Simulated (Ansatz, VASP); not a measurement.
# BAs in two plane-wave programs, part 2 of 2

One calculation is typed for both programs; each brings its own data sets. How far apart do they land? The cell is taken from a series of runs on this material, whose earlier steps may have relaxed, scaled, displaced or heated it; both programs get it as it stands.

VASP 6.6.1 and Ansatz 0.2.0.

So far: Starting point; VASP: G0W0 gap, LDA.

### 3. Ansatz: G0W0 gap, LDA

Level of this step: Ansatz beside VASP: Kohn-Sham DFT, plane waves, LDA (Ansatz).

Ansatz runs on its default PAW (the set named soft_2) files.

The same cell, functional (in two slightly different forms) and mesh now go to Ansatz, which takes its cutoff from its data sets.

input.yaml

```yaml
crystal:
  lattice:
    - [-1.7227030378, -0.9946030626, 2.7473602]
    - [1.7227030378, -0.9946030626, 2.7473602]
    - [0.0, 1.9892061253, 2.7473602]
  atoms:
    - { symbol: B, position: [0.0006077757, 0.0006077757, 0.0006077757] }
    - { symbol: As, position: [0.7493922243, 0.7493922243, 0.7493922243] }
kpoints:
  mp_grid: { grid: [6, 6, 6] }
hamiltonian:
  xc: lda
scf:
  occupations: { method: fixed }
gw:
  n_empty_bands: 117
  ecut_chi: 150.0
  qp_bands: [v3, c3]
  screening: { model: contour_deformation }
```

Started as:

```bash
ansatz run input.yaml --threads 8 --pin off --max-ram 18432MiB --backend cpu --events-out ev --progress --plain --runs-dir out
```

Numbers of over 12 decimals in the logs are rounded to 6 here.

Log:

```text
Engine: ansatz 0.2.0, aarch64-unknown-linux-gnu
Pseudopotentials: kind: paw
Pseudopotential: B, paw, valence charge 3, recommended cutoff 420 eV (normal), B.paw.azcp
Pseudopotential: As, paw, valence charge 15, recommended cutoff 420 eV (normal), As.paw.azcp
Functional definition: SPW92
  exchange = slater_x
  correlation = pw_c
Crystal: 2 atoms, lattice volume = 28.244 Å³
Basis set: ecut = 420 eV, 537 PW (Γ)
Bands: 13, of which v1, the nominal top of the filled ones, is band 9 counted from 1 (8 counted from 0)
Symmetry: 6 space group operations
Space group: R3m (ITA 160), of the structure as read, at distance tolerance 3.0e-5 Å
k-points: 32 of 216 (time reversal used)
Non-local potential: B, projectors of the file, l = 0: 2, l = 1: 2, l = 2: 1
Non-local potential: As, projectors of the file, l = 0: 2, l = 1: 2, l = 2: 3, l = 3: 1
PAW form: soft (Blöchl's): semilocal exchange-correlation on the pseudo side does not see the compensation charge
PAW frozen core: B, regenerated for the run's functional, and the local potential with it (the file was generated under x = pbe(κ = 0.804, μ = 0.219515), c = pbe(β = 0.066725))
PAW frozen core: As, regenerated for the run's functional, and the local potential with it (the file was generated under x = pbe(κ = 0.804, μ = 0.219515), c = pbe(β = 0.066725))
PAW one-centre angular grid: B, 110 points (default); XC on 64 Gauss nodes
PAW one-centre angular grid: As, 590 points (default); XC on 64 Gauss nodes
Initial density: superposition of atomic densities (neutral atoms: chi_scale 0, normalization atom), corrected by the library's trained network
Initial wavefunctions: pseudopotential atomic-orbital guess
Functional: x = slater, c = lda
SCF iter   1: F=—  HF=-4923.458058 eV  |F-HF|=—  |Δ(HF+E_count)|=         —  Δρ=6.84e-3  dr2=1.37e-2  ethr=1.77e-3  ⟨swp⟩=4.5  Hψ=2083  notcnv=0  defer=44
preconditioner: auto → none  [insulator: Δε(μ)=1.150 eV  Ē_g=12.067 eV  n_scr=8 (ndim 8)  ℏωp=19.8 eV  f_vac=0.002  ε∞_Penn≈3.7]
SCF iter   2: F=—  HF=-4923.453770 eV  |F-HF|=—  |Δ(HF+E_count)|=   4.29e-3  Δρ=2.15e-3  dr2=8.68e-4  ethr=7.61e-5  ⟨swp⟩=2.0  Hψ=760  notcnv=0  defer=61
SCF iter   3: F=—  HF=-4923.453401 eV  |F-HF|=—  |Δ(HF+E_count)|=   3.69e-4  Δρ=1.04e-3  dr2=1.35e-4  ethr=4.82e-6  ⟨swp⟩=2.0  Hψ=771  notcnv=0  defer=61
SCF iter   4: F=—  HF=-4923.453373 eV  |F-HF|=—  |Δ(HF+E_count)|=   2.74e-5  Δρ=3.37e-4  dr2=1.28e-5  ethr=7.47e-7  ⟨swp⟩=1.0  Hψ=416  notcnv=0  defer=8
SCF iter   5: F=—  HF=-4923.453371 eV  |F-HF|=—  |Δ(HF+E_count)|=   2.65e-6  Δρ=4.61e-5  dr2=2.64e-7  ethr=7.12e-8  ⟨swp⟩=2.0  Hψ=704  notcnv=0
SCF iter   6: F=-4923.453371 eV  HF=-4923.453371 eV  |F-HF|=5.35e-10  |Δ(HF+E_count)|=   1.00e-8  Δρ=4.13e-6  dr2=1.92e-9  ethr=5.56e-10  ⟨swp⟩=3.5  Hψ=1296  notcnv=0
SCF 1 converged in 6 iterations: F = -4923.453371 eV  dr2 = 1.92e-9
  greatest PAW one-centre occupation: 0.999 electrons in one spin orbital (limit 2), on the As atom at site 1 (counted from 0), in its partial waves of l = 2
NSCF: frozen V_eff on 32 k-points
G₀W₀ screening: q 1/32
[... further progress lines ...]
NSCF: frozen V_eff on 1 k-points
NSCF: frozen V_eff on 1 k-points
[...]
SCF converged after 6 iterations
Free energy (F): -4923.453371 eV
Harris-Foulkes:  -4923.453371 eV  (|F-HF|=5.35e-10)
Internal energy: -4923.453371 eV  (E = F + TS)
E sigma→0 (E₀):  -4923.453371 eV
Fermi energy:    10.381150 eV
--- Per-component energies (eV) ---
  E_band       = -224.560796
  E_kinetic    = 151.174508
  E_local      = -1734.625217  (includes V_loc(G=0)·N_el)
  E_nonlocal   = -652.113514
  E_hartree    = 953.477224
  E_xc         = -110.482481
  E_vxc        = -117.150639  (∫ρ·V_xc dr)
  E_paw        = -1827.770269  (= ΣΔE_a)
  E_vpaw       = 221.199275  (= ΣTr[D̂ρ^β])
  E_aug_tail   = 0.000008  (compensation charges beyond the density's cutoff)
  E_ewald      = -1705.234693
  E_core_change = 2.121064  (= ΣΔE_core)
  E_smearing   = -0.000000  (= −TS)
  E_closure    = 0.000000  (closes the sum)
  Σ components = -4923.453371   (vs F -4923.453371, Δ=0.00e0)
--- Band table (eV; the first three rows and the last of 32) ---
  k-point 0: bands = [... 5 lower, -4.7891, 10.2392, 10.2392, 10.3811, 13.3741, 13.3741, 13.6122, 14.6164]
  k-point 1: bands = [... 5 lower, -4.3591, 7.3332, 9.6117, 9.7184, 13.4246, 14.2250, 14.5193, 16.5520]
  k-point 2: bands = [... 5 lower, -3.1684, 3.7024, 8.8420, 8.9095, 13.0104, 14.9452, 15.1659, 18.6757]
  k-point 31: bands = [... 5 lower, -1.9048, 1.8111, 8.3845, 8.3845, 12.4542, 14.8810, 14.8810, 18.7955]
[...]
14     9      9.3829   -16.3842     1.0692   -14.9336  0.7865     9.0004     9.0015  root
    14    10     13.9394    -9.1194    -4.9475   -14.6274  0.7775    14.5034    14.4999  root
    14    11     14.6495    -8.4820    -5.0318   -14.0461  0.7767    15.1853    15.1819  root
    14    12     15.4509    -8.8797    -5.0081   -14.2871  0.7747    15.8521    15.8501  root
    15     7      2.9812   -18.2243     3.9706   -13.7019  0.7182     2.4263     2.4294  root
    15     8      6.4798   -16.7561     2.2079   -14.0450  0.7611     5.9734     5.9766  root
    15     9      8.4068   -16.4454     1.4582   -14.5544  0.7804     7.9723     7.9739  root
    15    10     13.6204    -8.5769    -4.7737   -13.8175  0.7850    14.0897    14.0873  root
    15    11     15.8181    -7.9603    -5.4219   -13.9118  0.7664    16.3511    16.3477  root
    15    12     15.8470    -7.8952    -5.3083   -13.6456  0.7710    16.2912    16.2891  root
    16     7      2.3818   -18.2146     4.2962   -13.3600  0.7120     1.8211     1.8234  root
    16     8      6.7787   -16.8431     2.0903   -14.2571  0.7642     6.2800     6.2830  root
    16     9      7.7671   -16.4494     1.7005   -14.2881  0.7758     7.3041     7.3063  root
    16    10     13.1767    -8.1823    -4.5897   -13.1819  0.7908    13.5882    13.5866  root
    16    11     15.8171    -8.2435    -5.4350   -14.1732  0.7655    16.3148    16.3118  root
    16    12     16.5357    -7.8294    -5.5527   -13.8973  0.7633    17.0540    17.0509  root
    17     7      4.9783   -17.9635     2.9819   -14.4491  0.7377     4.4414     4.4458  root
    17     8      7.7151   -16.5926     1.6579   -14.4850  0.7746     7.2632     7.2654  root
    17     9      7.8151   -16.3154     1.6449   -14.2199  0.7766     7.3623     7.3644  root
    17    10     12.9398    -8.3642    -4.4213   -13.1923  0.7915    13.3480    13.3465  root
    17    11     15.6584    -8.2977    -5.5712   -14.4024  0.7622    16.1958    16.1919  root
    17    12     16.7760    -7.5983    -5.4182   -13.4302  0.7688    17.1914    17.1897  root
    18     7      5.0350   -18.1839     2.9959   -14.6525  0.7387     4.4953     4.4995  root
    18     8      7.7142   -16.3997     1.5899   -14.3638  0.7752     7.2661     7.2682  root
[...]
30    11     15.1460    -7.9413    -5.1206   -13.4612  0.7760    15.5474    15.5453  root
    30    12     17.6127    -6.9995    -6.3984   -13.9610  0.7384    18.1776    18.1758  root
    31     7      1.8111   -18.2138     4.5795   -13.0777  0.7120     1.2519     1.2545  root
    31     8      8.3845   -16.5652     1.4908   -14.6385  0.7804     7.9469     7.9486  root
    31     9      8.3845   -16.5652     1.4908   -14.6385  0.7804     7.9469     7.9486  root
    31    10     12.4542    -9.9849    -4.4781   -14.8740  0.7878    12.8667    12.8652  root
    31    11     14.8810    -7.7428    -4.9890   -13.2059  0.7822    15.3578    15.3551  root
    31    12     14.8810    -7.7428    -4.9890   -13.2059  0.7822    15.3578    15.3551  root
```

The column dr2 measures how far the density is from self-consistency, as an energy; F and HF (Harris–Foulkes) agree once it is small.

### 4. Differences

Known differences besides the potentials themselves: the two LDA forms differ slightly; fixed occupations in Ansatz, narrow Gaussian smearing in VASP; the data sets hold 18 valence electrons in Ansatz (on its default PAW (the set named soft_2) files) and 8 in VASP; the cutoff is 420 eV in Ansatz and 340 eV in VASP; VASP's log shows a relativistic correction to its local exchange, Ansatz's none; Ansatz integrates over frequency by contour deformation, VASP on a grid of NOMEGA points. Total energies have different zeros and are not compared.

Both answers:

| quantity | Ansatz | VASP | difference |
| --- | --- | --- | --- |
| G0W0 gap on the mesh (eV) | 1.80 | 1.77 | +0.04 |
| Kohn-Sham gap under it (eV) | 1.15 | 1.14 | +0.01 |

### 5. Results

```yaml
difference_in_g0w0_gap_on_the_mesh_g0w0_gap_lda: 0.036 eV
```

In words: The difference in G0W0 gap on the mesh is 0.036 eV (G0W0 gap, LDA). The data sets hold unlike numbers of valence electrons (18 in Ansatz and 8 in VASP), so part of the differences comes from the potentials. How closely two codes agree says nothing of how well the functional describes the real material.

[Lines on the potential files, build, host, timing and source positions are cut from VASP's logs without a mark.]

[Logs are printed without paths, hosts, clocks, repeated set-up lines and the standing remarks that a program may print on its own settings, such as how far it seeks lower states.]

[Hosts, paths, dates, database ids (printed as entryN), source tags and the programs' standing remarks are cut or masked in the printed files.]
